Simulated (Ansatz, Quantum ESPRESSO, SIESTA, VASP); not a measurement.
**Code comparison for Hf₂Hg (I4/mmm, 3 atoms in the cell)**

Self-consistent single point.

```xyz
3
Lattice="-1.6511 1.6511 5.7528 1.6511 -1.6511 5.7528 1.6511 1.6511 -5.7528" Properties=species:S:1:pos:R:3 pbc="T T T"
Hf     0.0000     0.0000     7.6597
Hf     0.0000     0.0000     3.8460
Hg     0.0000     0.0000     0.0000
```

Shared settings, as Ansatz (a first-principles code) writes them: kpoints.mp_grid.grid = 10 10 10; scf.occupations.method = gaussian; scf.occupations.width = 0.05 eV. Potentials and cutoffs stand in the table.

| code | model | pressure (GPa) | largest force (eV/Å) | cutoff |
|---|---|---|---|---|
| SIESTA | GGA PBEsol, numerical atomic orbitals DZP, PseudoDojo PBEsol standard norm-conserving potentials (rewritten from UPF to PSML) | -2.78 | 0.153 | grid 400 Ry |
| VASP | PBEsol, VASP's PBE PAW potentials (set 64) | -0.19 | 0.020 | 300 eV |
| Quantum ESPRESSO | PBEsol, GBRV 1.5 ultrasoft (PBESOL) pseudopotentials | 0.18 | 0.058 | 40 Ry |
| Ansatz | PBEsol, PAW files made with PBE | 0.49 | 0.040 | default |

On Ansatz's run: spin-orbit coupling is off.

The spread over the programs that give each value: pressure within 3.27 GPa; largest force within 0.133 eV/Å.

SIESTA uses small atom-centred bases, whose incompleteness enters pressures, forces and empty levels differently from a plane-wave cutoff. Ansatz's pressure is given at a fixed set of plane waves, as the other plane-wave codes print theirs; with its correction for the finite basis it is 0.55 GPa. In the pressure, SIESTA (by 2.96) lies more than 1 GPa from the median of the plane-wave programs. In the force vectors, SIESTA (by 0.113) lies more than 0.08 eV/Å from the median of the plane-wave programs.

VASP's run is marked for a possible Pulay error in its stress at this cutoff; no cutoff test was made.

The starting cell comes from a database of computed structures (which also holds hypothetical and non-ambient phases and stackings), without a prior relaxation at this level. Its lattice was rescaled by a random factor within 2.5 % of one.

Left out of this page: Elk (not drawn, or without a comparable value).

Keys are those of Ansatz 0.2.
